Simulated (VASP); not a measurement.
# ZnSe(110): relaxation, ionisation energy and affinity, part 3 of 3

Aim: ionisation energy and electron affinity of ZnSe(110), from a slab and a bulk run lined up through core potentials.

VASP 6.6.1; r2SCAN; plane waves and PAW (Zn, Se).

So far. Step 2 (Relaxing the bulk crystal): The run ended after 2 ionic steps, 0.000 eV below its first step, once forces and stress met EDIFFG = -0.02.

### Step 5. Potential and states of the slab (continued)

Electronic bands along the path, in eV, zero at the valence-band top; v1 is the highest filled band, c1 the lowest empty one:

| point | v4 | v3 | v2 | v1 | c1 | c2 | c3 | c4 |
| --- | --- | --- | --- | --- | --- | --- | --- | --- |
| Γ | -0.23 | -0.14 | -0.06 | 0.00 | 2.10 | 2.72 | 3.36 | 3.40 |
| 0.46 of the way | -0.88 | -0.87 | -0.70 | -0.39 | 3.51 | 3.78 | 3.84 | 4.02 |
| X | -1.48 | -1.17 | -1.06 | -0.90 | 2.96 | 3.08 | 3.61 | 3.90 |
| 0.54 of the way | -1.19 | -1.16 | -0.95 | -0.84 | 3.47 | 3.55 | 3.87 | 3.95 |
| S | -1.07 | -1.01 | -0.78 | -0.76 | 3.10 | 3.32 | 3.54 | 4.18 |
| 0.46 of the way | -0.92 | -0.88 | -0.72 | -0.70 | 3.88 | 3.95 | 4.15 | 4.39 |
| Y | -0.79 | -0.77 | -0.69 | -0.69 | 3.14 | 3.18 | 3.45 | 3.46 |
| 0.46 of the way | -0.44 | -0.44 | -0.41 | -0.40 | 3.21 | 3.24 | 3.33 | 3.40 |
| Γ | -0.23 | -0.14 | -0.06 | 0.00 | 2.10 | 2.72 | 3.36 | 3.40 |
| 0.46 of the way | -0.81 | -0.77 | -0.47 | -0.47 | 3.42 | 3.92 | 3.94 | 4.03 |
| S | -1.07 | -1.01 | -0.78 | -0.76 | 3.10 | 3.32 | 3.54 | 4.18 |

Of the projections kept (Zn, Se), the largest for each band there; the rest of the weight can lie on other orbitals:

| point | v4 | v3 | v2 | v1 | c1 | c2 | c3 | c4 |
| --- | --- | --- | --- | --- | --- | --- | --- | --- |
| Γ | Se 0.75 | Se 0.77 | Se 0.77 | Se 0.78 | Zn 0.50 | Se 0.55 | Zn 0.50 | Zn 0.60 |
| X | Se 0.79 | Se 0.74 | Se 0.81 | Se 0.80 | Zn 0.68 | Zn 0.68 | Zn 0.62 | Zn 0.66 |
| S | Se 0.75 | Se 0.76 | Se 0.78 | Se 0.81 | Zn 0.68 | Zn 0.60 | Zn 0.64 | Zn 0.54 |
| Y | Se 0.72 | Se 0.73 | Se 0.78 | Se 0.78 | Zn 0.66 | Zn 0.63 | Zn 0.59 | Zn 0.65 |
| Γ | Se 0.75 | Se 0.77 | Se 0.77 | Se 0.78 | Zn 0.50 | Se 0.55 | Zn 0.50 | Zn 0.60 |
| S | Se 0.75 | Se 0.76 | Se 0.78 | Se 0.81 | Zn 0.68 | Zn 0.60 | Zn 0.64 | Zn 0.54 |

The planar average of the electrostatic potential oscillates, so the rows of the table below give means over windows of 2.06 Å about each position, cut where the curve ends. Its maxima inside the range that stand out by 2 % of the span (Å: eV): 8.8: 0.617, 11.0: 1.73, 12.9: 1.61, 15.0: 1.68, 17.0: 1.68, 19.1: 1.61, 21.0: 1.73, 23.2: 0.617. Its minima: 8.0: -2.87, 9.8: -3.86, 12.0: -3.51, 13.9: -3.56, 16.0: -3.53, 18.1: -3.56, 20.0: -3.51, 22.2: -3.86, 24.0: -2.87.

Zero at the Fermi level. Planar average of the electrostatic potential against height; means over each step:

| height (Å) | planar average of the electrostatic potential (eV) |
| --- | --- |
| 1.03 | 5.79 |
| 3.09 | 5.79 |
| 5.15 | 5.76 |
| 7.21 | 1.26 |
| 9.27 | -1.76 |
| 11.33 | -1.49 |
| 13.39 | -1.40 |
| 15.45 | -1.44 |
| 17.51 | -1.45 |
| 19.57 | -1.37 |
| 21.63 | -1.63 |
| 23.69 | -1.10 |
| 25.75 | 4.83 |
| 27.81 | 5.79 |
| 29.87 | 5.79 |

Density of states in the PAW spheres, an atom over height of the layer and energy from the Fermi level.

Ten even steps from '0' (0.00 states/eV) to '9' (1.34 states/eV), each cell a mean:
```
000000000000000
000000000000000
000000000000000
000000000000000
310331222133013
711341121143117
922562343265229
712542434245217
822442333244228
522562444265225
412562434265214
311452343254113
211442333244112
211431222134112
111221222122111
111110000011111
010100000001010
121211111112121
231201000102132
132212111212231
123333222333321
124345555543421
```
Columns: height of the layer (Å) from 7.8 to 24.2 (not evenly spaced); rows upwards: energy from the Fermi level (eV) from -4.9 to 0.5.

Force by atom:

| atom | x (eV/Å) | y (eV/Å) | z (eV/Å) | size |
| --- | --- | --- | --- | --- |
| Zn1 | 0.0000 | -0.0053 | 0.0166 | 0.0174 |
| Zn2 | 0.0000 | -0.0321 | -0.0145 | 0.0352 |
| Zn3 | 0.0000 | 0.0501 | 0.0428 | 0.0659 |
| Zn4 | 0.0000 | 0.0062 | -0.0228 | 0.0236 |
| Zn5 | 0.0000 | 0.0948 | 0.0000 | 0.0948 |
| Zn6 | 0.0000 | 0.0062 | 0.0228 | 0.0236 |
| Zn7 | 0.0000 | 0.0501 | -0.0428 | 0.0659 |
| Zn8 | 0.0000 | -0.0321 | 0.0145 | 0.0352 |
| Zn9 | 0.0000 | -0.0053 | -0.0166 | 0.0174 |
| Se10 | 0.0000 | 0.0152 | -0.0190 | 0.0243 |
| Se11 | 0.0000 | -0.0409 | 0.0481 | 0.0631 |
| Se12 | 0.0000 | -0.0121 | 0.0213 | 0.0245 |
| Se13 | 0.0000 | -0.0129 | 0.0584 | 0.0598 |
| Se14 | 0.0000 | -0.0121 | -0.0213 | 0.0245 |
| Se15 | 0.0000 | -0.0312 | 0.0000 | 0.0312 |
| Se16 | 0.0000 | 0.0152 | 0.0190 | 0.0243 |
| Se17 | 0.0000 | -0.0129 | -0.0584 | 0.0598 |
| Se18 | 0.0000 | -0.0409 | -0.0481 | 0.0631 |

Valence density in the cb plane at fractional x = 0.000, with atoms of Zn and Se within 0.2 Å of it. It is the smooth field of the valence electrons, not physical close to the nuclei.

Ten steps, logarithmic in the rise over the least value, from '0' (0 e/Å³) to '9' (16 e/Å³), each cell a mean:
```
11111111111111111111235653332236997323332369
11111111111111111111122333443334664334443345
11111111111111111111111234434432332344344322
11111111111111111111111234303432222343034322
11111111111111111111111223323432112233333321
11111111111111111111111123444321111233433211
11111111111111111111111122333221111123332211
11111111111111111111111111222111111112221111
11111111111111111111111111111111111111111111
11111111111111111111111111111111111111111111
11111111111111111111112211111111111111111111
11111111111111111111223322111111221111111122
11111111111111111111246763211122332211111223
11111111111111111111259984211124775211112257
11111111111111111111258984222237997322222379
```
Columns run along c (16.0 Å, from fractional 0.00 to 0.50 of the cell), rows up along b (5.7 Å). Atoms in or near the plane, at fractional coordinates: Zn at (0.26, 0.06), Zn at (0.37, 0.99), Zn at (0.50, 0.00), Se at (0.31, 0.73), Se at (0.44, 0.75).

Electrostatic potential energy in the cb plane at fractional x = 0.000, with atoms of Zn and Se within 0.2 Å of it. With pseudopotentials it is smooth inside the atoms' cores, unlike the true potential.

Ten even steps from '0' (-39 eV) to '9' (4 eV), each cell a mean:
```
99999999999999999999866667888876776688888767
99999999999999999999987777534776666774237766
99999999999999999999999884000378778730003787
99999999999999999999999982030178998710401799
99999999999999999999999983010289999830002899
99999999999999999999999996212689999973137899
99999999999999999999999998777899999998789999
99999999999999999999999999999999999999999999
99999999999999999999999999999999999999999999
99999999999999999999999999999999999999999999
99999999999999999999998889999999999999999999
99999999999999999999987678999999889999999998
99999999999999999999866667899988777899999876
99999999999999999999767766899986666799999766
99999999999999999999767766899876776689998767
```
Columns run along c (16.0 Å, from fractional 0.00 to 0.50 of the cell; values clipped at the 3rd and 97th percentile), rows up along b (5.7 Å). Atoms in or near the plane, at fractional coordinates: Zn at (0.26, 0.06), Zn at (0.37, 0.99), Zn at (0.50, 0.00), Se at (0.31, 0.73), Se at (0.44, 0.75).

The map of layer states is cut here 0.5 eV above the Fermi level, so it leaves out the states above that, and it starts at -5 eV, leaving out a taller peak below that would set the scale.

The vacuum level lies 5.92 eV above the highest filled level at the upper face; both faces agree, as the slab has next to no dipole.

The program found no field-free point at its default tolerance, but its printed level agrees with the flat part of the planar average.

### Step 6. Lining up bulk and slab

This step: band edges against the vacuum, r2SCAN; plane waves and PAW (VASP 6.6.1).

No new run; the numbers come from the runs before.

This step gave:

```
ionisation energy       : 5.924 eV
offset spread           : 0.04980 eV
bulk gap                : 1.884 eV
slab gap                : 2.099 eV
electron affinity       : 4.040 eV
buckling                : 0.6664 Å
tilt                    : 30.68 degree
surface energy, relaxed : 0.4265 J/m²
```

The averaged core potentials of the four middle atoms lie -3.197 eV from those of the bulk run. The bulk valence top (1.351 eV), moved by that offset, is taken from the upper vacuum level (4.078 eV).

### Step 7. Results

- ionisation energy: 5.92 eV
- electron affinity: 4.04 eV
- buckling: 0.666 Å
- surface energy, relaxed: 0.426 J/m²

What this shows: The bulk valence-band top lies 5.92 eV below the vacuum of ZnSe(110), and the conduction-band bottom 4.04 eV. The top layer buckles by 0.67 Å, a tilt of 31°, with Se outermost, as the anion takes the dangling-bond electrons and the cation flattens towards sp². The surface costs 0.43 J/m². The slab's least gap is 2.10 eV, against 1.88 eV in the bulk. Confinement widens it, surface states can narrow it, and the two gaps need not lie at the same wave vector; the faces' own affinities count to the slab's lowest empty state. The offsets of the four middle atoms spread by 0.05 eV; a shift common to all four would not show in it. One thickness was run. Semilocal band edges put the valence top too high and the gap too small. Spin-orbit coupling, left out here, would raise the valence top further. A relaxation stopped short of its threshold, at a residual force of 0.09 eV/Å, so the energy of that state, where it is used, is an upper bound.

[Lines on the potential files, build, host, timing and source positions are cut from VASP's logs without a mark.]

[Logs are printed without paths, hosts, clocks, repeated set-up lines and the standing remarks that a program may print on its own settings, such as how far it seeks lower states.]

[Hosts, paths, dates, database ids (printed as entryN), source tags and the programs' standing remarks are cut or masked in the printed files.]

[Runs that stopped without an error message from VASP are left out.]
